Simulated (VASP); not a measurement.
Write the native input for VASP 6.6.1 that does the following.

```
Task                    : density of states
Functional              : PBEsol
Potentials or basis     : VASP PAW PBE potentials, release 64 (Cu)
Cutoff                  : 520 eV
k mesh                  : 20 × 20 × 20
Occupations             : gaussian, width 0.1 eV
Spin                    : non-collinear spin, zero start, spin-orbit coupling
Starting moments        : [[0.0, 0.0, 0.0]] μB
k mesh for the DOS      : 30 × 30 × 30
Occupations for the DOS : tetrahedron
Further INCAR settings  : ALGO = Normal; EDIFF = 1e-07; NBANDS = 22
```

The system is Cu.

```
Cu
1.0
     0.00000    1.78428    1.78428
     1.78428    0.00000    1.78428
     1.78428    1.78428    0.00000
Cu
1
Direct
  0.00000 0.00000 0.00000
```

The input as run:

POSCAR

```
Cu                                      
1.0
   -0.0000000000      1.7842828505      1.7842828505
    1.7842828505     -0.0000000000      1.7842828505
    1.7842828505      1.7842828505      0.0000000000
  Cu            
     1
Direct
     0.0000000000000000    0.0000000000000000    0.0000000000000000
```

INCAR.step1

```
PREC = Accurate
ENCUT = 520
EDIFF = 1E-7
ISMEAR = 0
SIGMA = 0.1
LREAL = False
LASPH = True
NELM = 100
ALGO = Normal
ISIF = 2
LWAVE = False
LCHARG = True
MAGMOM = 0 0 0
LSORBIT = True
GGA_COMPAT = False
LMAXMIX = 4
GGA = PS
NBANDS = 22
KPAR = 4
```

KPOINTS.step1

```
regular mesh
0
Gamma
  20 20 20
```

INCAR.step2

```
PREC = Accurate
ENCUT = 520
EDIFF = 1E-7
ISMEAR = -5
SIGMA = 0.1
LREAL = False
LASPH = True
NELM = 100
ALGO = Normal
ISIF = 2
LWAVE = False
LCHARG = False
MAGMOM = 0 0 0
LORBIT = 10
LSORBIT = True
GGA_COMPAT = False
LMAXMIX = 4
GGA = PS
NBANDS = 22
KPAR = 4
NEDOS = 1001
ICHARG = 11
```

KPOINTS.step2

```
regular mesh
0
Gamma
  30 30 30
```

Potentials or basis: VASP PAW PBE potentials, release 64 (Cu).

Launch:

```bash
$ cat potpaw_PBE.64/Cu/POTCAR > POTCAR
$ cp INCAR.step1 INCAR
$ cp KPOINTS.step1 KPOINTS
$ mpirun -np 4 vasp_ncl > vasp.out
$ cp INCAR.step2 INCAR
$ cp KPOINTS.step2 KPOINTS
$ mpirun -np 4 vasp_ncl > vasp.out
```

Results of the run:

```json
{
  "Net moment": "0.00 μB per cell",
  "Valence electrons inside the program's atomic spheres": "Cu 10.05"
}
```

Wall time 84 s on 4 MPI ranks on Intel(R) Xeon(R) Platinum 8488C (Sapphire Rapids) (shared host), peak memory 0.35 GiB a rank.
